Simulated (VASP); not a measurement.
Crystal: AlN.

```
Al N
1.0
     3.11300    0.00000    0.00000
    -1.55650    2.69594    0.00000
     0.00000    0.00000    4.98100
Al N
2 2
Cartesian
  0.0000 1.7973 0.0000
  1.5565 0.8986 2.4905
  0.0000 1.7973 1.8928
  1.5565 0.8986 4.3833
```

* Program: VASP 6.6.1
* Task: relaxation of cell and atoms
* Functional: PBE
* Potentials or basis: VASP PAW PBE potentials, release 64 (Al, N)
* Cutoff: 520 eV
* k mesh: 12 × 12 × 6
* Occupations: gaussian, width 0.02 eV
* Spin: no spin polarisation

At the start: pressure 3.5 GPa; volume 10.45 Å³/atom.

Problem. How do energy, volume and symmetry change on relaxing?

Solution. Over 8 steps the energy falls by 2.2 meV/atom and the volume is 10.63 Å³/atom (+1.7 %); space group P6_3mc (No. 186, to 0.05 Å).

The path:
| step | energy change (eV) | largest force (eV/Å) | pressure (GPa) | volume (Å³) |
| --- | --- | --- | --- | --- |
| 1 | 0.0000 | 0.1289 | 3.46 | 41.80 |
| 2 | -0.0019 | 0.0913 | -2.90 | 43.18 |
| 3 | -0.0088 | 0.0034 | 0.00 | 42.52 |
| 4 | -0.0088 | 0.0059 | 0.07 | 42.51 |
| 5 | -0.0088 | 0.0066 | 0.05 | 42.51 |
| 6 | -0.0088 | 0.0070 | 0.04 | 42.51 |
| 7 | -0.0088 | 0.0022 | -0.02 | 42.53 |
| 8 | -0.0088 | 0.0007 | 0.00 | 42.52 |

Final structure:
```
Al N
1.0
     3.12857    0.00000    0.00000
    -1.56429    2.70942    0.00000
     0.00000    0.00000    5.01646
Al N
2 2
Direct
  0.33333 0.66667 0.99926
  0.66667 0.33333 0.49926
  0.33333 0.66667 0.38074
  0.66667 0.33333 0.88074
```
